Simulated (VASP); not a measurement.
OSZICAR of a VASP run on V (relaxed from the simple-cubic structure, space group Pm-3m):

**OSZICAR**
```
       N       E                     dE             d eps       ncg     rms          rms(c)
DAV:   1     0.722982215787E+02    0.72298E+02   -0.64147E+03  2408   0.118E+03
DAV:   2    -0.846031581566E+01   -0.80759E+02   -0.78553E+02  2450   0.328E+02
DAV:   3    -0.973876153251E+01   -0.12784E+01   -0.12519E+01  2590   0.477E+01
DAV:   4    -0.974838054860E+01   -0.96190E-02   -0.95946E-02  2466   0.399E+00
DAV:   5    -0.974845520918E+01   -0.74661E-04   -0.74649E-04  2542   0.383E-01    0.186E+01
DAV:   6    -0.876540952709E+01    0.98305E+00   -0.44158E+00  2458   0.289E+01    0.309E+00
DAV:   7    -0.875092116670E+01    0.14488E-01   -0.26155E-02  2424   0.171E+00    0.162E+00
DAV:   8    -0.874681140704E+01    0.41098E-02   -0.60819E-03  2452   0.128E+00    0.716E-02
DAV:   9    -0.874676694898E+01    0.44458E-04   -0.88577E-05  2408   0.159E-01    0.385E-02
DAV:  10    -0.874676019372E+01    0.67553E-05   -0.10338E-05  2390   0.350E-02    0.161E-03
DAV:  11    -0.874676014054E+01    0.53181E-07   -0.14919E-07  1210   0.572E-03
   1 F= -.87467601E+01 E0= -.87467277E+01  d E =-.874676E+01
       N       E                     dE             d eps       ncg     rms          rms(c)
DAV:   1    -0.875220252297E+01   -0.54423E-02   -0.11610E-01  2446   0.597E+00    0.844E-01
DAV:   2    -0.874683387781E+01    0.53686E-02   -0.25025E-02  2450   0.224E+00    0.162E-01
DAV:   3    -0.874677795418E+01    0.55924E-04   -0.95050E-05  2410   0.112E-01    0.984E-02
DAV:   4    -0.874675360573E+01    0.24348E-04   -0.67699E-05  2436   0.850E-02    0.489E-03
DAV:   5    -0.874675359477E+01    0.10958E-07   -0.93869E-07  1380   0.138E-02
   2 F= -.87467536E+01 E0= -.87467331E+01  d E =0.654576E-05
       N       E                     dE             d eps       ncg     rms          rms(c)
DAV:   1    -0.874820760910E+01   -0.14540E-02   -0.29998E-02  2446   0.304E+00    0.426E-01
DAV:   2    -0.874681823937E+01    0.13894E-02   -0.65198E-03  2450   0.114E+00    0.812E-02
DAV:   3    -0.874680371093E+01    0.14528E-04   -0.23959E-05  2404   0.566E-02    0.488E-02
DAV:   4    -0.874679729895E+01    0.64120E-05   -0.17819E-05  2434   0.438E-02    0.272E-03
DAV:   5    -0.874679757726E+01   -0.27831E-06   -0.27745E-07  1214   0.757E-03
   3 F= -.87467976E+01 E0= -.87467710E+01  d E =-.374367E-04
```

### Question
Which electronic solver shows in the log?

### Answer
It is blocked Davidson (ALGO = Normal, or the opening steps of other solvers). The INCAR had ALGO = Normal.

### Question
How was spin treated?

### Answer
Without spin polarisation: there is no mag entry.

### Question
Can the final energy be trusted as converged?

### Answer
Self-consistency was reached. It stopped with EDIFF = 1E-6, NELM = 100, NSW = 60 and EDIFFG = -0.01 after 3 ionic steps (PBEsol GGA, plane waves, VASP's PBE PAW potentials (set 64)).

The structure was generated: V was put into the simple-cubic type (Pm-3m), which need not be its known phase. This run relaxes it. Symmetry was kept, so distortions that lower it aren't found. The start is the result of an earlier pass. The run is not spin-polarised, so no magnetic state was tried.
